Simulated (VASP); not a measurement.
Level of theory: LDA (Ceperley-Alder, Perdew-Zunger), VASP's LDA PAW potentials (set 64) (plane waves; VASP 6.6.1).

Input for VASP

INCAR:
```
SYSTEM = InSb
PREC = Accurate
ENCUT = 400
EDIFF = 1E-6
NELM = 100
ALGO = Normal
LREAL = .FALSE.
LASPH = .TRUE.
ISMEAR = 1
SIGMA = 0.1
LMAXMIX = 4
LWAVE = .FALSE.
LCHARG = .FALSE.
IBRION = 2
ISIF = 3
NSW = 60
EDIFFG = -0.01
```

KPOINTS:
```
Automatic mesh
0
Gamma
9 9 9
0 0 0
```

**POSCAR**
```
InSb
1
    0.0000000000     3.3166100000     3.3166100000
    3.3166100000     0.0000000000     3.3166100000
    3.3166100000     3.3166100000     0.0000000000
In Sb
1 1
Direct
  0.0000000000   0.0000000000   0.0000000000
  0.2500000000   0.2500000000   0.2500000000
```

POTCAR, in this order: In_d Sb (LDA.64 set). Program: vasp_std.

Energy and stress use the plane-wave basis of the starting cell. Unless said otherwise, spin-orbit coupling is left out, though it shifts the bands of the heavy elements here.

Question: Estimate the energy per atom (σ→0), volume per atom, band gap (on the k-mesh).

Answer: 
```
Item                                                         Value
------------------------  ----------------------------------------
energy per atom (σ→0)                               -4108 meV/atom
band gap (on the k-mesh)  none (metal, semimetal or under 0.01 eV)
volume per atom                                      33.62 Å³/atom
```

OSZICAR:
```
...
DAV:   1    -0.831395023796E+01   -0.10491E+00   -0.25948E+00  1150   0.342E+01    0.192E+00
DAV:   2    -0.822982372465E+01    0.84127E-01   -0.18419E-01  1115   0.982E+00    0.704E-01
DAV:   3    -0.821568468620E+01    0.14139E-01   -0.45196E-02  1215   0.443E+00    0.370E-01
DAV:   4    -0.821543516767E+01    0.24952E-03   -0.14021E-03   930   0.394E-01    0.255E-01
DAV:   5    -0.821510819819E+01    0.32697E-03   -0.22407E-04  1151   0.132E-01    0.116E-01
DAV:   6    -0.821506844584E+01    0.39752E-04   -0.63370E-05  1206   0.912E-02    0.166E-02
DAV:   7    -0.821506836853E+01    0.77308E-07   -0.38329E-06  1095   0.370E-02
   3 F= -.82150684E+01 E0= -.82150828E+01  d E =-.609831E-01
```

The structure comes from a computed database's InSb entry (F-43m); how it stands against other phases isn't given here. This run relaxes it. Symmetry was kept, so distortions that lower it aren't found.
